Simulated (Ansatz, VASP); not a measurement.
**Ge (Germanium) in two plane-wave programs**

Aim: how closely do two programs agree when they are given the same cell, functional and k mesh? The cell is taken from a series of runs on this material, whose earlier steps may have relaxed, scaled, displaced or heated it; both programs get it as it stands.

Calculated with Ansatz 0.2.0; plane waves, with VASP 6.6.1 beside it; zone-centre phonons at PBEsol.

## (1) The starting structure

Symmetry: Fd-3m, No. 227, cubic system. The conventional cell has a = 5.676 Å, b = 5.676 Å, c = 5.676 Å, α = 90.00°, β = 90.00°, γ = 90.00°. Nearest to Ge lie 4 Ge at 2.46 Å.

## (2) Ansatz: zone-centre phonons, PBEsol

Ansatz runs on its default PAW (the set named soft_2) files.

Second derivatives magnify differences that forces hide, and they need a tight electronic threshold.

The input, input.yaml:

```yaml
crystal:
  lattice:
    - [0.0, 2.8378823614, 2.8378823614]
    - [2.8378823614, 0.0, 2.8378823614]
    - [2.8378823614, 2.8378823614, 0.0]
  atoms:
    - { symbol: Ge, position: [0.0, 0.0, 0.0] }
    - { symbol: Ge, position: [0.25, 0.25, 0.25] }
kpoints:
  mp_grid: { grid: [16, 16, 16] }
hamiltonian:
  xc: pbesol
scf:
  occupations: { method: methfessel_paxton, width: 0.2 }
output:
  eigenvalues: true
phonons:
  method: dfpt
```

Command:

```console
$ ansatz run input.yaml --threads 4 --pin off --max-ram 16384MiB --backend cpu --events-out ev --progress --plain --runs-dir out
```

Numbers of over 12 decimals in the logs are rounded to 6 here.

What it wrote:

```text
zone centre: on kpoints.mp_grid the ground state, and the responses unless they are solved on pairs of k-points, stand on 349 of the mesh's 4096 k-points, reduced under 8 symmetry operations, with k and −k counted as one. Each operation leaves every solved displacement unchanged or reverses it
Engine: ansatz 0.2.0, aarch64-unknown-linux-gnu
Pseudopotentials: kind: paw
Pseudopotential: Ge, paw, valence charge 14, recommended cutoff 420 eV (normal), Ge.paw.azcp
Functional definition: PBEsol
  exchange = pbesol_x
  correlation = pbesol_c
Crystal: 2 atoms, lattice volume = 45.710 Å³
Basis set: ecut = 420 eV, 893 PW (Γ), exchange–correlation on 64×64×64 points (8 copies of the dense FFT grid, shifted against one another)
Bands: 18, of which v1, the nominal top of the filled ones, is band 14 counted from 1 (13 counted from 0)
Symmetry: 48 space group operations
k-points: 349 of 4096 (irreducible under 8 space group operations, time reversal used)
Non-local potential: Ge, projectors of the file, l = 0: 2, l = 1: 2, l = 2: 3, l = 3: 1
PAW form: soft (Blöchl's): semilocal exchange-correlation on the pseudo side does not see the compensation charge
PAW frozen core: Ge, regenerated for the run's functional, and the local potential with it (the file was generated under x = pbe(κ = 0.804, μ = 0.219515), c = pbe(β = 0.066725))
PAW one-centre angular grid: Ge, 590 points (default); XC on 64 Gauss nodes
Initial density: superposition of atomic densities (neutral atoms: chi_scale 0, normalization atom), corrected by the library's trained network
Initial wavefunctions: pseudopotential atomic-orbital guess
Functional: x = pbesol(κ = 0.804, μ = 0.123457), c = pbesol(β = 0.046)
SCF iter   1: F=—  HF=-8506.995287 eV  |F-HF|=—  |Δ(HF+E_count)|=         —  Δρ=2.71e-3  dr2=4.04e-3  ethr=1.77e-3  ⟨swp⟩=5.0  Hψ=26709  notcnv=0
preconditioner: auto → Kerker (q_TF=auto, 2.514 Å⁻¹)  [metal: Δε(μ)=0.084 eV  Ē_g=23.316 eV  σ=0.200 eV  W_gap=0.34  n_scr=14 (ndim 8)  ℏωp=29.1 eV  f_vac=0.080  D(μ)=0.05/eV (n_scr^D=0)]
SCF iter   2: F=—  HF=-8506.994082 eV  |F-HF|=—  |Δ(HF+E_count)|=   1.21e-3  S|Δr|=    0.00e0  Δρ=1.81e-3  dr2=2.03e-3  ethr=1.44e-5  ⟨swp⟩=1.7  Hψ=9940  notcnv=0
SCF iter   3: F=—  HF=-8506.994139 eV  |F-HF|=—  |Δ(HF+E_count)|=   5.75e-5  S|Δr|=    0.00e0  Δρ=8.24e-4  dr2=2.30e-4  ethr=7.23e-6  ⟨swp⟩=2.0  Hψ=11169  notcnv=0
SCF iter   4: F=—  HF=-8506.994147 eV  |F-HF|=—  |Δ(HF+E_count)|=   7.51e-6  S|Δr|=    0.00e0  Δρ=4.30e-4  dr2=1.27e-4  ethr=8.21e-7  ⟨swp⟩=2.0  Hψ=11170  notcnv=0
SCF iter   5: F=—  HF=-8506.994076 eV  |F-HF|=—  |Δ(HF+E_count)|=   7.10e-5  S|Δr|=    0.00e0  Δρ=2.05e-4  dr2=1.19e-5  ethr=4.54e-7  ⟨swp⟩=2.0  Hψ=11170  notcnv=0
SCF iter   6: F=—  HF=-8506.994088 eV  |F-HF|=—  |Δ(HF+E_count)|=   1.19e-5  S|Δr|=    0.00e0  Δρ=4.26e-5  dr2=3.25e-7  ethr=4.24e-8  ⟨swp⟩=3.0  Hψ=11182  notcnv=0
SCF iter   7: F=—  HF=-8506.994088 eV  |F-HF|=—  |Δ(HF+E_count)|=   2.94e-7  S|Δr|=    0.00e0  Δρ=1.72e-5  dr2=5.47e-8  ethr=1.16e-9  ⟨swp⟩=2.0  Hψ=11020  notcnv=0
SCF iter   8: F=—  HF=-8506.994088 eV  |F-HF|=—  |Δ(HF+E_count)|=   3.85e-8  S|Δr|=    0.00e0  Δρ=4.94e-6  dr2=4.66e-9  ethr=1.95e-10  ⟨swp⟩=2.0  Hψ=10677  notcnv=0
SCF iter   9: F=—  HF=-8506.994088 eV  |F-HF|=—  |Δ(HF+E_count)|=   4.52e-9  S|Δr|=    0.00e0  Δρ=3.35e-7  dr2=2.09e-11  ethr=1.66e-11  ⟨swp⟩=2.0  Hψ=11170  notcnv=0
SCF iter  10: F=-8506.994088 eV  HF=-8506.994088 eV  |F-HF|=1.82e-12  |Δ(HF+E_count)|=  1.46e-11  S|Δr|=    0.00e0  Δρ=1.68e-8  dr2=6.95e-14  ethr=1.00e-12  ⟨swp⟩=5.0  Hψ=26024  notcnv=0
SCF 1 converged in 10 iterations: F = -8506.994088 eV  dr2 = 6.95e-14
  greatest PAW one-centre occupation: 0.998 electrons in one spin orbital (limit 2), on the Ge atom at site 1 (counted from 0), in its partial waves of l = 2
DFPT response loops at Γ: preconditioner auto → Kerker (q_TF=auto, 2.514 Å⁻¹) (partly filled bands, converged f_vac=0.057); β = 1.00, the filter's whole step (`scf.mixing.beta` (0.50) is not read by the response loops under this deck's `scf.mixing.preconditioner`; to damp them name `kerker` or `kerker_dos`, under which they read `scf.mixing.beta`, and type it under 1.00, their step now; both keys bind the ground state too); Broyden in place of MSR1
SCF converged after 10 iterations
Stability not checked: this state was not tested for a lower state beside it, because cold or Methfessel-Paxton smearing, or corrected tetrahedra, fill the levels in a way that the test cannot read (fill_not_monotonic; see scf.lower_state_search)
Free energy (F): -8506.994088 eV
Harris-Foulkes:  -8506.994088 eV  (|F-HF|=1.82e-12)
Internal energy: -8506.994222 eV  (E = F + TS)
E sigma→0 (E₀):  -8506.994122 eV
Entropy (-TS):   0.000134 eV (0.067 meV/atom)
Fermi energy:    8.333912 eV
Step filling:    the computed levels leave a gap of 0.0000 eV = 0.0 smearing widths at the electron count; against every level under it full and every level over it empty, smearing changes F+E_penalty+E_count by +0.094 meV and its σ→0 estimate by +0.060 meV
--- Per-component energies (eV) ---
  E_band       = -305.529359
  E_kinetic    = 222.983672
  E_local      = -4957.834238  (includes V_loc(G=0)·N_el)
  E_nonlocal   = 840.235963
  E_hartree    = 2172.504671
  E_xc         = -149.892059
  E_vxc        = -129.403919  (∫ρ·V_xc dr)
  E_paw        = -3958.189960  (= ΣΔE_a)
  E_vpaw       = -626.520994  (= ΣTr[D̂ρ^β])
  E_aug_tail   = 0.000813  (compensation charges beyond the density's cutoff)
  E_ewald      = -2678.638956
  E_core_change = 1.835872  (= ΣΔE_core)
  E_smearing   = 0.000134  (= −TS)
  E_closure    = -0.000000  (closes the sum)
  Σ components = -8506.994088   (vs F -8506.994088, Δ=0.00e0)
--- Band table (eV; the first three rows and the last of 349) ---
  k-point 0: bands = [... 10 lower, -4.4075, 8.2118, 8.3152, 8.3152, 8.3152, 10.8377, 10.8377, 10.8377]
  k-point 1: bands = [... 10 lower, -4.3600, 7.1368, 8.2175, 8.2175, 9.0665, 10.9676, 10.9676, 11.0328]
  k-point 2: bands = [... 10 lower, -4.2186, 5.9277, 7.9825, 7.9825, 9.2691, 11.2825, 11.2825, 11.7305]
  k-point 348: bands = [... 10 lower, -0.4529, -0.4529, 4.4237, 4.4237, 12.5584, 12.5584, 12.9419, 12.9419]
--- Phonons (Γ-DFPT): 1 representative perturbation + reference, on 349 of 4096 k-points (Σ response iterations 3) ---
  k mesh reduced under 8 symmetry operations, with k and −k counted as one. Each operation leaves every solved displacement unchanged or reverses it
  ASR residual: 8.530e-7 → 0.000e0 eV/Å²; symmetrization residual: 4.211e-13 eV/Å²
  ASR residual per site (eV/Å²): 8.53e-7 8.53e-7
  Γ frequencies (cm⁻¹): 0.00 0.00 0.00 283.68 283.68 283.68
  non-analytic LO–TO correction: not included (Born effective charges unavailable; polar crystals: no LO–TO splitting at Γ)
```

## (3) VASP: zone-centre phonons, PBEsol

The same cell, functional, mesh and smearing now go to VASP, with its own data sets.

Lines of VASP's logs that name or quote its potential files are left out, and so is its time.

The input, INCAR:

```
SYSTEM = Ge
PREC = Accurate
ENCUT = 500
EDIFF = 1E-08
NELM = 120
ISMEAR = 1
SIGMA = 0.2
LREAL = .FALSE.
ALGO = Normal
GGA = PS
NBANDS = 20
LORBIT = 11
LWAVE = .FALSE.
LCHARG = .FALSE.
ISIF = 2
IBRION = 8
LASPH = .TRUE.
GGA_COMPAT = .FALSE.
KPAR = 2
```

The input, POSCAR:

```
Ge
1.0
    0.0000000000      2.8378823614      2.8378823614
    2.8378823614      0.0000000000      2.8378823614
    2.8378823614      2.8378823614      0.0000000000
Ge
2
Direct
    0.0000000000      0.0000000000      0.0000000000
    0.2500000000      0.2500000000      0.2500000000
```

The input, KPOINTS:

```
Automatic mesh
0
Gamma
16 16 16
0 0 0
```

The projector-augmented-wave data sets are Ge_d (PBE family, release 64).

Command:

```console
$ mpirun -np 2 vasp_std
```

What it wrote:

```text
[banner, memory and clock lines left out]
running    2 mpi-ranks, on    1 nodes
 distrk:  each k-point on    1 cores,    2 groups
 distr:  one band on    1 cores,    1 groups

 POSCAR found type information on POSCAR Ge
 POSCAR found :  1 types and       2 ions
|                                                                             |
|               ----> ADVICE to this user running VASP <----                  |
|                                                                             |
|     You enforced a specific xc type in the INCAR file but a different       |
|     [... a line on the potential file left out ...]
|     I HOPE YOU KNOW WHAT YOU ARE DOING!                                     |
|                                                                             |

 LDA part: xc-table for (Slater+PW92), standard interpolation
 POSCAR, INCAR and KPOINTS ok, starting setup
 FFT: planning ... GRIDC
 FFT: planning ... GRID_SOFT
 FFT: planning ... GRID
 WAVECAR not read
 entering main loop
       N       E                     dE             d eps       ncg     rms          rms(c)
DAV:   1     0.180304263862E+03    0.18030E+03   -0.14517E+04  6144   0.370E+03
DAV:   2     0.158027476651E+02   -0.16450E+03   -0.16016E+03  5804   0.599E+02
DAV:   3    -0.920520411804E+01   -0.25008E+02   -0.24847E+02  6500   0.144E+02
DAV:   4    -0.100086116140E+02   -0.80341E+00   -0.80272E+00  6584   0.304E+01
DAV:   5    -0.100222628170E+02   -0.13651E-01   -0.13651E-01  6440   0.434E+00    0.321E+00
DAV:   6    -0.992156209639E+01    0.10070E+00   -0.35672E-02  7708   0.238E+00    0.183E+00
DAV:   7    -0.987336644570E+01    0.48196E-01   -0.59969E-02  6156   0.255E+00    0.156E-01
DAV:   8    -0.987436125109E+01   -0.99481E-03   -0.69415E-03  6696   0.123E+00    0.473E-02
DAV:   9    -0.987444215243E+01   -0.80901E-04   -0.29387E-04  7044   0.282E-01    0.115E-02
DAV:  10    -0.987445786916E+01   -0.15717E-04   -0.24338E-05  6436   0.456E-02    0.520E-03
DAV:  11    -0.987445887280E+01   -0.10036E-05   -0.58313E-06  7864   0.393E-02    0.173E-03
DAV:  12    -0.987445851229E+01    0.36050E-06   -0.11256E-06  7684   0.202E-02    0.293E-04
DAV:  13    -0.987445847069E+01    0.41600E-07   -0.28958E-08  6332   0.177E-03    0.925E-05
DAV:  14    -0.987445845930E+01    0.11396E-07   -0.23895E-09  3836   0.895E-04    0.248E-05
DAV:  15    -0.987445846111E+01   -0.18126E-08   -0.41703E-10  3412   0.258E-04
   1 F= -.98744585E+01 E0= -.98745061E+01  d E =0.142854E-03
 Linear response reoptimize wavefunctions to high precision
DAV:   1    -0.987445846411E+01   -0.29959E-08   -0.11382E-10  3564   0.146E-04
DAV:   2    -0.987445846410E+01    0.36380E-11   -0.32867E-11  3272   0.709E-05
 Linear response DOF=           1
 Linear response progress:
  Degree of freedom:   1/  1
       N       E                     dE             d eps       ncg     rms          rms(c)
RMM:   1    -0.186722023316E+00   -0.18672E+00    0.83356E+00 30270   0.448E+01
RMM:   2    -0.193875891634E+00   -0.71539E-02   -0.12962E-02 40267   0.108E+00    0.735E-02
RMM:   3    -0.193900421196E+00   -0.24530E-04   -0.92997E-04 42661   0.313E-01    0.425E-02
RMM:   4    -0.193806298629E+00    0.94123E-04   -0.61797E-05 45433   0.792E-02    0.453E-03
RMM:   5    -0.193806943054E+00   -0.64443E-06   -0.12001E-06 43770   0.174E-02    0.236E-03
RMM:   6    -0.193813263159E+00   -0.63201E-05   -0.25834E-07 44377   0.484E-03    0.300E-04
RMM:   7    -0.193812221450E+00    0.10417E-05   -0.23340E-08 45614   0.150E-03    0.182E-04
RMM:   8    -0.193811008715E+00    0.12127E-05   -0.80396E-08 46164   0.551E-04    0.401E-05
RMM:   9    -0.193810947089E+00    0.61627E-07   -0.17102E-08 46574   0.224E-04    0.193E-05
RMM:  10    -0.193811099674E+00   -0.15259E-06   -0.44052E-08 46845   0.973E-05    0.559E-06
RMM:  11    -0.193811132644E+00   -0.32970E-07   -0.37486E-08 47502   0.505E-05    0.274E-06
RMM:  12    -0.193811151728E+00   -0.19084E-07   -0.52167E-09 45025   0.310E-05    0.164E-06
RMM:  13    -0.193811166384E+00   -0.14656E-07   -0.98602E-09 40973   0.229E-05    0.372E-07
RMM:  14    -0.193811168140E+00   -0.17559E-08    0.43455E-09 32992   0.187E-05    0.860E-08
 first order change of Fermi-energy   0.74301E-04
 force on displaced ion       1 direction 1 : -10.739  -0.000  -0.000
 Linear response finished
```

OUTCAR, selected parts (step 3):

```text
ion  position               nearest neighbor table
   1  0.000  0.000  0.000-   2 2.46   2 2.46   2 2.46   2 2.46
   2  0.250  0.250  0.250-   1 2.46   1 2.46   1 2.46   1 2.46

  LATTYP: Found a face centered cubic cell.
 ALAT       =     5.6757647228

 Subroutine GETGRP returns: Found 48 space group operations
 (whereof 24 operations were pure point group operations)

The static configuration has the point symmetry T_d .
 The point group associated with its full space group is O_h .

 Found    145 irreducible k-points:

   k-points           NKPTS =    145   k-points in BZ     NKDIM =    145   number of bands    NBANDS=     20

   dimension x,y,z NGX =    30 NGY =   30 NGZ =   30
   dimension x,y,z NGXF=    60 NGYF=   60 NGZF=   60

   ENCUT  =  500.0 eV  36.75 Ry    6.06 a.u.   7.32  7.32  7.32*2*pi/ulx,y,z

   NELECT =      28.0000    total number of electrons

 k-points in reciprocal lattice and weights: Automatic mesh
   0.00000000  0.00000000  0.00000000       0.000
   0.06250000  0.00000000  0.00000000       0.002
   0.12500000  0.00000000  0.00000000       0.002
   0.18750000  0.00000000  0.00000000       0.002
   0.25000000  0.00000000  0.00000000       0.002
   0.31250000  0.00000000  0.00000000       0.002
   0.37500000  0.00000000  0.00000000       0.002
   0.43750000  0.00000000  0.00000000       0.002
   0.50000000  0.00000000  0.00000000       0.001
[...]
-0.31250000  0.50000000  0.18750000       0.003
  -0.25000000  0.50000000  0.25000000       0.001

 average (electrostatic) potential at core
       1 -74.2480       2 -74.2480

  Total       -0.0390960     -0.0390960     -0.0390960      0.0000000      0.0000000      0.0000000
  in kB       -1.3703452     -1.3703452     -1.3703452      0.0000000      0.0000000      0.0000000
  external PRESSURE =      -1.3703452 kB  Pullay stress =       0.0000000 kB

  energy-cutoff  :      500.00
  volume of cell :       45.71
      direct lattice vectors                 reciprocal lattice vectors
     0.000000000  2.837882361  2.837882361    -0.176187712  0.176187712  0.176187712
     2.837882361  0.000000000  2.837882361     0.176187712 -0.176187712  0.176187712
     2.837882361  2.837882361  0.000000000     0.176187712  0.176187712 -0.176187712

 POSITION                                       TOTAL-FORCE (eV/Angst)
 -----------------------------------------------------------------------------------
      0.00000      0.00000      0.00000        -0.000000     -0.000000      0.000000
      1.41894      1.41894      1.41894         0.000000      0.000000     -0.000000
 -----------------------------------------------------------------------------------
    total drift:                                0.000000      0.000000      0.000000

 Eigenvectors and eigenvalues of the dynamical matrix
 ----------------------------------------------------

   1 f  =    8.502468 THz    53.422582 2PiTHz  283.611804 cm-1    35.163366 meV
             X         Y         Z           dx          dy          dz
      0.000000  0.000000  0.000000     0.000000   -0.707107    0.000000
      1.418941  1.418941  1.418941     0.000000    0.707107    0.000000

   2 f  =    8.502468 THz    53.422582 2PiTHz  283.611804 cm-1    35.163366 meV
             X         Y         Z           dx          dy          dz
      0.000000  0.000000  0.000000    -0.707107    0.000000    0.000000
      1.418941  1.418941  1.418941     0.707107    0.000000    0.000000

   3 f  =    8.502468 THz    53.422582 2PiTHz  283.611804 cm-1    35.163366 meV
             X         Y         Z           dx          dy          dz
      0.000000  0.000000  0.000000     0.000000    0.000000   -0.707107
      1.418941  1.418941  1.418941     0.000000    0.000000    0.707107

   4 f  =    0.000000 THz     0.000000 2PiTHz    0.000000 cm-1     0.000000 meV
             X         Y         Z           dx          dy          dz
      0.000000  0.000000  0.000000     0.707107    0.000000    0.000000
      1.418941  1.418941  1.418941     0.707107    0.000000    0.000000

   5 f  =    0.000000 THz     0.000000 2PiTHz    0.000000 cm-1     0.000000 meV
             X         Y         Z           dx          dy          dz
      0.000000  0.000000  0.000000     0.000000    0.707107    0.000000
      1.418941  1.418941  1.418941     0.000000    0.707107    0.000000

   6 f  =    0.000000 THz     0.000000 2PiTHz    0.000000 cm-1     0.000000 meV
             X         Y         Z           dx          dy          dz
      0.000000  0.000000  0.000000     0.000000    0.000000    0.707107
      1.418941  1.418941  1.418941     0.000000    0.000000    0.707107

 ELASTIC MODULI CONTR FROM IONIC RELAXATION (kBar)
 Direction    XX          YY          ZZ          XY          YZ          ZX
 --------------------------------------------------------------------------------
 XX          -0.0000     -0.0000      0.0000     -0.0000      0.0000     -0.0000
 YY          -0.0000     -0.0000     -0.0000     -0.0000     -0.0000     -0.0000
 ZZ           0.0000     -0.0000     -0.0000      0.0000     -0.0000     -0.0000
 XY          -0.0000     -0.0000      0.0000   -205.9073      0.0000      0.0000
 YZ           0.0000     -0.0000     -0.0000      0.0000   -205.9073      0.0000
 ZX          -0.0000     -0.0000     -0.0000      0.0000      0.0000   -205.9073
 --------------------------------------------------------------------------------
```

## (4) Comparison

Known differences besides the potentials themselves: the cutoff is 420 eV in Ansatz and 500 eV in VASP; Ansatz makes its cores anew for this functional, VASP keeps those of its PBE data sets. Total energies have different zeros and are not compared.

The two programs side by side:

```
                  quantity  Ansatz   VASP  difference
optical mode 1 to 3 (cm⁻¹)   283.7  283.6     +0.02 %
```

Modes are paired by rising frequency, not by their patterns, so a pair may set unlike modes beside each other; they are those without the splitting of longitudinal modes.

## (5) What came out

```json
{
  "r.m.s. difference of the optical zone-centre modes, each program's sorted by frequency (zone-centre phonons, PBEsol)": "0.068 cm⁻¹"
}
```

What this shows: The r.m.s. difference of the optical zone-centre modes, each program's sorted by frequency is 0.068 cm⁻¹ (zone-centre phonons, PBEsol). Such differences can come from data sets, numerical settings and the points named under the comparisons, not from the functional's error against experiment.

[Lines on the potential files, build, host, timing and source positions are cut from VASP's logs without a mark.]

[Logs are printed without paths, hosts, clocks, repeated set-up lines and the standing remarks that a program may print on its own settings, such as how far it seeks lower states.]

[Hosts, paths, dates, database ids (printed as entryN), source tags and the programs' standing remarks are cut or masked in the printed files.]
